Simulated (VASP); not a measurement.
Energy against volume of Ag (fcc). These are rev-vdW-DF2, VASP's PBE PAW potentials (set 64) (plane waves; VASP) values and carry that method's errors. Run with 520 eV cut-off, 15×15×15 Γ-centred mesh, first-order Methfessel-Paxton smearing of 0.10 eV, potentials Ag.

| V (Å³/atom) | E (eV/atom) |
|---|---|
| 16.142 | -0.03962 |
| 16.657 | -0.05763 |
| 17.172 | -0.06316 |
| 17.688 | -0.05849 |

### Question
Fit these four points and predict the energy of the run at 18.203 Å³/atom.

### Answer
A cubic in V^(−2/3), the third-order Birch-Murnaghan form, passes through the four points with V0 = 17.18 Å³/atom and B0 = 105 GPa, and gives -0.0455 eV/atom there. The run gave -0.0456 eV/atom, -0.1 meV/atom from the fit; all five points give B0 = 105 GPa.

The compound is Ag in the fcc structure. It was relaxed first.
